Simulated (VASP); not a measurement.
Wanted: the native input for a VASP 6.6.1 run.

| Item | Value |
| --- | --- |
| Task | Born charges and dielectric tensor |
| Functional | PBE |
| Potentials or basis | VASP PAW PBE potentials, release 64 (Al, B, P) |
| Cutoff | 520 eV |
| k mesh | 10 × 10 × 4 |
| Occupations | gaussian, width 0.02 eV |
| Spin | no spin polarisation |
| Further INCAR settings | ALGO = Normal; EDIFF = 1e-08 |

The structure of AlB3P4 lies in POSCAR:

```
AlB3P4
1.0
    3.3435800000      0.0000000000      0.0000000000
    0.0000000000      3.3435800000      0.0000000000
    0.0000000000      0.0000000000      9.8333600000
Al B P
1 3 4
Direct
    0.0000000000      0.0000000000      0.0000000000
    0.5000000000      0.5000000000      0.7273140000
    0.0000000000      0.0000000000      0.5000000000
    0.5000000000      0.5000000000      0.2726860000
    0.0000000000      0.5000000000      0.6136170000
    0.5000000000      0.0000000000      0.3863830000
    0.0000000000      0.5000000000      0.1608160000
    0.5000000000      0.0000000000      0.8391840000
```

The cell was built by a generator and needn't be a form met in nature.

One way to write it, as run:

INCAR

```
  ALGO = Normal
  EDIFF = 1E-8
  ENCUT = 520
  GGA = PE
  ISIF = 2
  ISMEAR = 0
  KPAR = 4
  LASPH = T
  LCHARG = F
  LEPSILON = T
  LREAL = F
  LWAVE = F
  NELM = 100
  PREC = Accurate
  SIGMA = 0.02
```

KPOINTS

```
k-points
0
Gamma
  10 10 4
```

Potentials or basis: VASP PAW PBE potentials, release 64 (Al, B, P).

The run is started by

```console
$ cat potpaw_PBE.64/Al/POTCAR potpaw_PBE.64/B/POTCAR potpaw_PBE.64/P/POTCAR > POTCAR
$ mpirun -np 4 vasp_std > vasp.out
```

It gave:

* Band gap on the k mesh: 0.51 eV, indirect (least direct gap 0.60 eV)
* Electronic dielectric tensor (diagonal): 10.03, 10.03, 9.93
* Born charges (mean of the diagonal): Al +1.93; B +0.25, -0.22; P +0.12, -1.23 e

Caveat: the gap is small at this level, which inflates the dielectric constant.

Wall time 5.8 min on 4 MPI ranks on AMD EPYC 9R45 96-Core Processor (Zen 5) (shared host), peak memory 0.83 GiB a rank.
